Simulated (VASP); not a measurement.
OSZICAR of a VASP run on RuAl (CsCl type):

**OSZICAR**
```
       N       E                     dE             d eps       ncg     rms          rms(c)
DAV:   1     0.109534758289E+03    0.10953E+03   -0.91810E+03  2040   0.128E+03
DAV:   2    -0.125987876910E+02   -0.12213E+03   -0.11737E+03  2204   0.342E+02
DAV:   3    -0.149129959448E+02   -0.23142E+01   -0.22387E+01  2376   0.477E+01
DAV:   4    -0.149367976284E+02   -0.23802E-01   -0.23792E-01  2380   0.486E+00
DAV:   5    -0.149373255109E+02   -0.52788E-03   -0.52786E-03  2500   0.636E-01    0.120E+01
DAV:   6    -0.143573062864E+02    0.58002E+00   -0.36820E+00  2148   0.219E+01    0.238E+00
DAV:   7    -0.142812787589E+02    0.76028E-01   -0.29556E-01  2128   0.646E+00    0.202E+00
DAV:   8    -0.142651915661E+02    0.16087E-01   -0.18608E-02  2204   0.135E+00    0.202E-01
DAV:   9    -0.142650673279E+02    0.12424E-03   -0.25599E-04  2400   0.149E-01    0.129E-01
DAV:  10    -0.142650642357E+02    0.30922E-05   -0.32693E-05  2508   0.771E-02    0.849E-03
DAV:  11    -0.142650628191E+02    0.14166E-05   -0.18728E-06  1488   0.184E-02    0.512E-03
DAV:  12    -0.142650622472E+02    0.57191E-06   -0.93282E-08  1080   0.366E-03
   1 F= -.14265062E+02 E0= -.14264946E+02  d E =-.142651E+02
       N       E                     dE             d eps       ncg     rms          rms(c)
DAV:   1    -0.142718053035E+02   -0.67425E-02   -0.99038E-02  2080   0.445E+00    0.705E-01
DAV:   2    -0.142658482800E+02    0.59570E-02   -0.42181E-02  2116   0.242E+00    0.271E-01
DAV:   3    -0.142650040921E+02    0.84419E-03   -0.27157E-03  2112   0.610E-01    0.558E-02
DAV:   4    -0.142649903140E+02    0.13778E-04   -0.19850E-04  2096   0.100E-01    0.131E-02
DAV:   5    -0.142649906528E+02   -0.33878E-06   -0.63730E-06  2364   0.267E-02
   2 F= -.14264991E+02 E0= -.14264876E+02  d E =0.715944E-04
       N       E                     dE             d eps       ncg     rms          rms(c)
DAV:   1    -0.142675618411E+02   -0.25715E-02   -0.35469E-02  2076   0.266E+00    0.432E-01
DAV:   2    -0.142653997841E+02    0.21621E-02   -0.15130E-02  2112   0.145E+00    0.165E-01
DAV:   3    -0.142651075645E+02    0.29222E-03   -0.97109E-04  2108   0.366E-01    0.351E-02
DAV:   4    -0.142651090923E+02   -0.15277E-05   -0.73366E-05  2072   0.619E-02    0.799E-03
DAV:   5    -0.142651098942E+02   -0.80194E-06   -0.24827E-06  2196   0.162E-02
   3 F= -.14265110E+02 E0= -.14264995E+02  d E =-.476470E-04
```

Task: Which electronic solver shows in the log?

Result: It is blocked Davidson (ALGO = Normal, or the opening steps of other solvers). The INCAR had ALGO = Normal.

Task: Can the final energy be trusted as converged?

Result: The calculation finished and met its thresholds. It stopped with EDIFF = 1E-6, NELM = 100, NSW = 40 and EDIFFG = -0.02 after 3 ionic steps (PBE GGA, plane waves, VASP's PBE PAW potentials (set 64)).

The compound is RuAl in the CsCl type structure. This run relaxes it. Symmetry was kept, so distortions that lower it aren't found. The electron count is odd and the run is not spin-polarised, which forces a metal.
